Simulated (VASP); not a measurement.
Method: r2SCAN+rVV10, VASP's PBE PAW potentials (set 64) (plane waves; VASP).

VASP ran on this input.

File KPOINTS:
```
Automatic
0
Gamma
  11 11 7
0 0 0
```

INCAR:
```
! general
SYSTEM   = Gd
PREC     = Accurate
ENCUT    = 520   ! plane-wave cut-off (eV)
LREAL    = .FALSE.   ! projection in real space or not
LASPH    = .TRUE.   ! aspherical one-centre terms

! electronic loop
EDIFF    = 1E-7   ! SCF stop (eV)
NELM     = 100
ALGO     = Normal
LMAXMIX  = 6   ! l cut-off of mixed one-centre charges
LMIXTAU  = .TRUE.

! smearing
ISMEAR   = 1
SIGMA    = 0.1

! functional
METAGGA  = R2SCAN
LUSE_VDW = .TRUE.
BPARAM   = 11.95
CPARAM   = 0.0093

! ions
IBRION   = 2
NSW      = 30   ! most ionic steps
ISIF     = 4   ! ions and shape, fixed volume
EDIFFG   = -0.01   ! ionic stop

! output
LWAVE    = .FALSE.
LCHARG   = .FALSE.
```

**POSCAR**
```
Gd
1.0
  1.8569800927  -3.2163836427   0.0000000000
  1.8569800927   3.2163836427   0.0000000000
  0.0000000000   0.0000000000   5.6713723037
Gd
2
Direct
  0.3333330000   0.6666670000   0.2500000000
  0.6666670000   0.3333330000   0.7500000000
```

POTCAR, in this order: Gd_3 (PBE.64 set). Program: vasp_std.

The resulting files:

**OSZICAR**
```
       N       E                     dE             d eps       ncg     rms          rms(c)
DAV:   1    -0.138167432613E+02   -0.13817E+02   -0.92187E+03  1664   0.127E+03
DAV:   2    -0.614791947454E+02   -0.47662E+02   -0.46514E+02  1799   0.245E+02
DAV:   3    -0.632439936925E+02   -0.17648E+01   -0.16804E+01  2232   0.282E+01
DAV:   4    -0.632941254166E+02   -0.50132E-01   -0.48945E-01  2435   0.425E+00
DAV:   5    -0.632965832700E+02   -0.24579E-02   -0.24567E-02  2618   0.542E-01    0.262E+01
DAV:   6    -0.610453490580E+02    0.22512E+01   -0.39339E-01  2059   0.681E+00    0.143E+01
DAV:   7    -0.595214546213E+02    0.15239E+01   -0.58853E-01  1944   0.743E+00    0.157E+00
DAV:   8    -0.606619661232E+02   -0.11405E+01   -0.62889E-01  1954   0.662E+00    0.403E+00
DAV:   9    -0.607959962501E+02   -0.13403E+00   -0.41988E-02  2250   0.183E+00    0.187E+00
DAV:  10    -0.607480226291E+02    0.47974E-01   -0.58902E-03  2649   0.647E-01    0.188E+00
DAV:  11    -0.607263412622E+02    0.21681E-01   -0.58916E-04  2174   0.344E-01    0.194E+00
DAV:  12    -0.606927582747E+02    0.33583E-01   -0.19841E-01  1684   0.535E+00    0.124E+00
DAV:  13    -0.606935288626E+02   -0.77059E-03   -0.19603E-03  2130   0.437E-01    0.132E+00
DAV:  14    -0.606915520539E+02    0.19768E-02   -0.83559E-04  1864   0.283E-01    0.115E+00
DAV:  15    -0.606919244116E+02   -0.37236E-03   -0.39410E-05  2451   0.566E-02    0.105E+00
DAV:  16    -0.606950898245E+02   -0.31654E-02   -0.24579E-03  1689   0.600E-01    0.710E-01
DAV:  17    -0.606950353139E+02    0.54511E-04   -0.14133E-04  1924   0.119E-01    0.596E-01
DAV:  18    -0.606958529679E+02   -0.81765E-03   -0.72158E-04  1699   0.236E-01    0.227E-01
DAV:  19    -0.606956531137E+02    0.19985E-03   -0.63033E-04  1674   0.226E-01    0.221E-01
DAV:  20    -0.606956353215E+02    0.17792E-04   -0.88451E-05  1964   0.719E-02    0.211E-01
DAV:  21    -0.606957026326E+02   -0.67311E-04   -0.35481E-05  2411   0.633E-02    0.249E-01
DAV:  22    -0.606956679150E+02    0.34718E-04   -0.80032E-05  1734   0.772E-02    0.276E-01
DAV:  23    -0.606956985570E+02   -0.30642E-04   -0.20293E-05  2149   0.422E-02    0.225E-01
DAV:  24    -0.606956900860E+02    0.84711E-05   -0.17088E-05  1734   0.489E-02    0.788E-02
DAV:  25    -0.606957034747E+02   -0.13389E-04   -0.52914E-06  1944   0.251E-02    0.401E-02
DAV:  26    -0.606957085566E+02   -0.50818E-05   -0.19951E-06  2264   0.149E-02    0.308E-02
DAV:  27    -0.606957017355E+02    0.68211E-05   -0.11459E-06  1949   0.104E-02    0.202E-02
DAV:  28    -0.606957081368E+02   -0.64014E-05   -0.63104E-07  1784   0.968E-03    0.130E-02
DAV:  29    -0.606957070373E+02    0.10995E-05   -0.79116E-08  1002   0.354E-03    0.608E-03
DAV:  30    -0.606957109769E+02   -0.39396E-05   -0.26819E-07  1744   0.614E-03    0.599E-04
DAV:  31    -0.606957098669E+02    0.11100E-05   -0.47342E-08   847   0.222E-03    0.546E-04
DAV:  32    -0.606957100270E+02   -0.16013E-06   -0.81173E-09   847   0.933E-04    0.719E-04
DAV:  33    -0.606957097174E+02    0.30962E-06   -0.26963E-09   847   0.636E-04    0.422E-04
DAV:  34    -0.606957099378E+02   -0.22037E-06   -0.11981E-09   847   0.327E-04    0.334E-04
DAV:  35    -0.606957098288E+02    0.10894E-06   -0.51852E-10   847   0.157E-04    0.130E-04
DAV:  36    -0.606957098703E+02   -0.41463E-07   -0.29258E-10   847   0.147E-04
   1 F= -.60695710E+02 E0= -.60694241E+02  d E =-.606957E+02
       N       E                     dE             d eps       ncg     rms          rms(c)
DAV:   1    -0.606995896792E+02   -0.38799E-02   -0.16883E-01  1674   0.305E+00    0.251E-01
DAV:   2    -0.606973866535E+02    0.22030E-02   -0.35106E-03  2074   0.463E-01    0.182E-01
DAV:   3    -0.606973286250E+02    0.58029E-04   -0.63158E-04  1897   0.254E-01    0.837E-02
DAV:   4    -0.606972132441E+02    0.11538E-03   -0.45596E-04  2412   0.162E-01    0.404E-02
DAV:   5    -0.606972521460E+02   -0.38902E-04   -0.86563E-05  1991   0.854E-02    0.351E-02
DAV:   6    -0.606972559087E+02   -0.37626E-05   -0.16972E-05  2053   0.403E-02    0.135E-02
DAV:   7    -0.606972562317E+02   -0.32307E-06   -0.14953E-05  1784   0.427E-02    0.240E-03
DAV:   8    -0.606972562484E+02   -0.16702E-07   -0.70749E-07  2586   0.650E-03
   2 F= -.60697256E+02 E0= -.60696069E+02  d E =-.154638E-02
       N       E                     dE             d eps       ncg     rms          rms(c)
DAV:   1    -0.607007793552E+02   -0.35231E-02   -0.20190E-01  1664   0.334E+00    0.282E-01
DAV:   2    -0.606980809917E+02    0.26984E-02   -0.42035E-03  2064   0.506E-01    0.196E-01
DAV:   3    -0.606979920693E+02    0.88922E-04   -0.79852E-04  1907   0.285E-01    0.870E-02
DAV:   4    -0.606978595773E+02    0.13249E-03   -0.54311E-04  2409   0.177E-01    0.432E-02
DAV:   5    -0.606979063687E+02   -0.46791E-04   -0.10054E-04  2012   0.927E-02    0.378E-02
DAV:   6    -0.606979102994E+02   -0.39307E-05   -0.20408E-05  2010   0.439E-02    0.154E-02
DAV:   7    -0.606979109868E+02   -0.68735E-06   -0.17563E-05  1774   0.461E-02    0.231E-03
DAV:   8    -0.606979110185E+02   -0.31741E-07   -0.80941E-07  2664   0.657E-03
   3 F= -.60697911E+02 E0= -.60697006E+02  d E =-.220115E-02
```

### OUTCAR
```
------------------------ aborting loop because EDIFF is reached ----------------------------------------
  FORCE on cell =-STRESS in cart. coord.  units (eV):
  Direction    XX          YY          ZZ          XY          YZ          ZX
  --------------------------------------------------------------------------------------
  Total       -0.5131772     -0.5131772     -0.5008746      0.0000000     -0.0000000      0.0000000
  in kB      -12.1362554    -12.1362538    -11.8453075      0.0000000     -0.0000000      0.0000000
  external PRESSURE =     -12.0392723 kB  Pullay stress =       0.0000000 kB
  volume of cell :       67.75
      direct lattice vectors                 reciprocal lattice vectors
     1.846095262 -3.197530577 -0.000000000     0.270841928 -0.156370670  0.000000000
     1.846095262  3.197530577  0.000000000     0.270841928  0.156370670 -0.000000000
     0.000000000  0.000000000  5.738447821     0.000000000 -0.000000000  0.174263151
 POSITION                                       TOTAL-FORCE (eV/Angst)
 -----------------------------------------------------------------------------------
      1.84610      1.06585      1.43461        -0.000000     -0.000000      0.000000
      1.84610     -1.06585      4.30384         0.000000      0.000000      0.000000
 -----------------------------------------------------------------------------------
    total drift:                                0.000000      0.000120     -0.000010
  FREE ENERGIE OF THE ION-ELECTRON SYSTEM (eV)
  ---------------------------------------------------
  free  energy   TOTEN  =       -60.6979110185 eV

  energy  without entropy=      -60.6951946348  energy(sigma->0) =      -60.69700556

 reached required accuracy - stopping structural energy minimisation
```
(Selected blocks of OUTCAR.)

**CONTCAR**
```
Gd
   1.00000000000000
     1.8460952616347071   -3.1975305768614350   -0.0000000000000000
     1.8460952616347071    3.1975305768614350    0.0000000000000000
     0.0000000000000000    0.0000000000000000    5.7384478210929508
  Gd
     2
Direct
     0.3333330000000032    0.6666669999999968    0.2500000000000000
     0.6666669999999968    0.3333330000000032    0.7500000000000000
```

The 4f electrons are frozen in the core of the lanthanide potential, so 4f levels, which can set the real gap, and their magnetism are missing.

The compound is Gd in the hcp structure. This cell is one point of a volume scan, at 1.03 of the reference volume. Symmetry was kept, so distortions that lower it aren't found.
